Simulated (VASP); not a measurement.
Calculation: PBEsol GGA, VASP's PBE PAW potentials (set 64) (plane waves; VASP).

VASP input:

INCAR:
```
ISIF = 3
LMAXMIX = 4   # l cut-off of mixed one-centre charges
EDIFFG = -0.01
LWAVE = .False.
ALGO = Normal
SIGMA = 0.1   # width (eV)
PREC = Accurate
LREAL = .False.
IBRION = 2   # conjugate gradients
NELM = 100   # most electronic steps
NSW = 60   # most ionic steps
GGA = PS
ENCUT = 400   # plane-wave cut-off (eV)
ISMEAR = 1
LASPH = .True.
EDIFF = 1E-6
SYSTEM = RuS
LCHARG = .False.
```

File KPOINTS:
```
K-points
0
Gamma
11 11 11
```

File POSCAR:
```
RuS
1
   -0.0000000000     2.5686420374     2.5686420374
    2.5686420374     0.0000000000     2.5686420374
    2.5686420374     2.5686420374    -0.0000000000
Ru S
1 1
Direct
  0.0000000000   0.0000000000   0.0000000000
  0.2500000000   0.2500000000   0.2500000000
```

POTCAR, in this order: Ru_pv S (PBE.64 set). Program: vasp_std.

The run wrote:

### OSZICAR
```
       N       E                     dE             d eps       ncg     rms          rms(c)
DAV:   1     0.124814176042E+03    0.12481E+03   -0.10178E+04  1648   0.112E+03
DAV:   2    -0.117805552400E+02   -0.13659E+03   -0.13393E+03  1838   0.320E+02
DAV:   3    -0.153912057129E+02   -0.36107E+01   -0.35880E+01  1994   0.543E+01
DAV:   4    -0.154280651282E+02   -0.36859E-01   -0.36856E-01  1946   0.555E+00
DAV:   5    -0.154289456495E+02   -0.88052E-03   -0.88051E-03  2066   0.740E-01    0.186E+01
DAV:   6    -0.150083041318E+02    0.42064E+00   -0.32322E+00  1658   0.182E+01    0.765E+00
DAV:   7    -0.149232170096E+02    0.85087E-01   -0.52275E-01  1646   0.798E+00    0.586E+00
DAV:   8    -0.149023872787E+02    0.20830E-01   -0.46179E-02  1892   0.230E+00    0.428E-01
DAV:   9    -0.149023964335E+02   -0.91548E-05   -0.14359E-03  1928   0.317E-01    0.262E-01
DAV:  10    -0.149024539335E+02   -0.57500E-04   -0.73293E-05  1868   0.777E-02    0.318E-02
DAV:  11    -0.149024516619E+02    0.22716E-05   -0.14841E-05  1970   0.366E-02    0.813E-03
DAV:  12    -0.149024514065E+02    0.25539E-06   -0.80523E-07  1336   0.923E-03
   1 F= -.14902451E+02 E0= -.14901928E+02  d E =-.149025E+02
       N       E                     dE             d eps       ncg     rms          rms(c)
DAV:   1    -0.149037373485E+02   -0.12857E-02   -0.23336E-02  1568   0.189E+00    0.320E-01
DAV:   2    -0.149026314910E+02    0.11059E-02   -0.77743E-03  1568   0.965E-01    0.108E-01
DAV:   3    -0.149024388450E+02    0.19265E-03   -0.53140E-04  1616   0.251E-01    0.355E-02
DAV:   4    -0.149024283180E+02    0.10527E-04   -0.12437E-04  1634   0.849E-02    0.171E-02
DAV:   5    -0.149024297055E+02   -0.13875E-05   -0.41599E-06  2018   0.155E-02    0.101E-02
DAV:   6    -0.149024315810E+02   -0.18755E-05   -0.19313E-06  1738   0.102E-02    0.206E-03
DAV:   7    -0.149024316335E+02   -0.52501E-07   -0.16354E-07   838   0.426E-03
   2 F= -.14902432E+02 E0= -.14901905E+02  d E =0.197731E-04
       N       E                     dE             d eps       ncg     rms          rms(c)
DAV:   1    -0.149029804221E+02   -0.54884E-03   -0.92655E-03  1568   0.119E+00    0.200E-01
DAV:   2    -0.149025460161E+02    0.43441E-03   -0.30895E-03  1568   0.609E-01    0.679E-02
DAV:   3    -0.149024674292E+02    0.78587E-04   -0.21113E-04  1610   0.158E-01    0.226E-02
DAV:   4    -0.149024619427E+02    0.54866E-05   -0.49467E-05  1646   0.534E-02    0.107E-02
DAV:   5    -0.149024615471E+02    0.39559E-06   -0.15741E-06  1568   0.979E-03
   3 F= -.14902462E+02 E0= -.14901937E+02  d E =-.101406E-04
```

OUTCAR:
```
------------------------ aborting loop because EDIFF is reached ----------------------------------------
  FORCE on cell =-STRESS in cart. coord.  units (eV):
  Direction    XX          YY          ZZ          XY          YZ          ZX
  --------------------------------------------------------------------------------------
  Total        0.0026182      0.0026182      0.0026182      0.0000000      0.0000000      0.0000000
  in kB        0.1238500      0.1238500      0.1238500      0.0000000      0.0000000      0.0000000
  external PRESSURE =       0.1238500 kB  Pullay stress =       0.0000000 kB
  volume of cell :       33.87
      direct lattice vectors                 reciprocal lattice vectors
     0.000000000  2.568006061  2.568006061    -0.194703590  0.194703590  0.194703590
     2.568006061 -0.000000000  2.568006061     0.194703590 -0.194703590  0.194703590
     2.568006061  2.568006061 -0.000000000     0.194703590  0.194703590 -0.194703590
 POSITION                                       TOTAL-FORCE (eV/Angst)
 -----------------------------------------------------------------------------------
      0.00000      0.00000      0.00000         0.000000      0.000000      0.000000
      1.28400      1.28400      1.28400        -0.000000     -0.000000     -0.000000
 -----------------------------------------------------------------------------------
    total drift:                               -0.000001     -0.000001     -0.000001
  FREE ENERGIE OF THE ION-ELECTRON SYSTEM (eV)
  ---------------------------------------------------
  free  energy   TOTEN  =       -14.9024615471 eV

  energy  without entropy=      -14.9008869817  energy(sigma->0) =      -14.90193669

 reached required accuracy - stopping structural energy minimisation
```
(Selected blocks of OUTCAR.)

### CONTCAR
```
RuS
   1.00000000000000
     0.0000000000000000    2.5680060609609474    2.5680060609609474
     2.5680060609609474   -0.0000000000000000    2.5680060609609474
     2.5680060609609474    2.5680060609609474   -0.0000000000000000
  Ru              S
     1     1
Direct
     0.0000000000000000    0.0000000000000000    0.0000000000000000
     0.2500000000000000    0.2500000000000000    0.2500000000000000
```

The structure was generated: RuS was put into the zinc blende type (F-43m), which need not be its known phase. This run relaxes it. Symmetry was kept, so distortions that lower it aren't found. The start is the result of an earlier pass.
